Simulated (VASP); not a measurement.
Method: PBE GGA with D4 dispersion, VASP's PBE PAW potentials (set 64) (plane waves; VASP).

VASP input:

File POSCAR:
```
HfB2
1
    1.5929630953    -2.7590932487     0.0000000000
    1.5929630953     2.7590932487     0.0000000000
    0.0000000000     0.0000000000     3.5174283594
Hf B
1 2
Direct
  0.0000000000   0.0000000000   1.0000000000
  0.3333330000   0.6666670000   0.5000000000
  0.6666670000   0.3333330000   0.5000000000
```

KPOINTS:
```
Automatic mesh
0
Gamma
11 11 9
0 0 0
```

INCAR:
```
# general
SYSTEM =HfB2
PREC   =Accurate
ENCUT  =520
LREAL  =.False.
LASPH  =.True.

# electronic loop
EDIFF  =1E-7
NELM   =100
ALGO   =Normal
LMAXMIX=6

# smearing
ISMEAR =1
SIGMA  =0.1

# functional
GGA    =PE
IVDW   =13

# ions
IBRION =2
NSW    =30
ISIF   =4
EDIFFG =-0.01

# output
LWAVE  =.False.
LCHARG =.False.
```

POTCAR, in this order: Hf_pv B (PBE.64 set). Program: vasp_std.

Unless said otherwise, spin-orbit coupling is left out, though it shifts the bands of the heavy elements here.

Problem. Estimate the energy per atom (σ→0), dispersion energy, band gap (on the k-mesh).

Solution. 
```json
{
  "energy per atom (σ→0)": "-9.087 eV/atom",
  "dispersion_energy": "-0.884 eV",
  "band gap (on the k-mesh)": "none (metal, semimetal or under 0.01 eV)"
}
```

OSZICAR:
```
...
   1 F= -.27259715E+02 E0= -.27259727E+02  d E =-.272597E+02
       N       E                     dE             d eps       ncg     rms          rms(c)
DAV:   1    -0.263763950108E+02   -0.14275E-02   -0.34159E-02  2048   0.161E+00    0.211E-01
DAV:   2    -0.263761292829E+02    0.26573E-03   -0.45067E-04  2372   0.188E-01    0.880E-02
DAV:   3    -0.263760138304E+02    0.11545E-03   -0.11498E-04  2376   0.851E-02    0.270E-02
DAV:   4    -0.263760068087E+02    0.70217E-05   -0.14902E-05  2636   0.314E-02    0.175E-02
DAV:   5    -0.263760067415E+02    0.67216E-07   -0.59578E-07  2288   0.613E-03
   2 F= -.27260001E+02 E0= -.27260022E+02  d E =-.286365E-03
```

The compound is HfB2 in the AlB2 type structure. This cell is one point of a volume scan, at 1.06 of the reference volume. Symmetry was kept, so distortions that lower it aren't found.
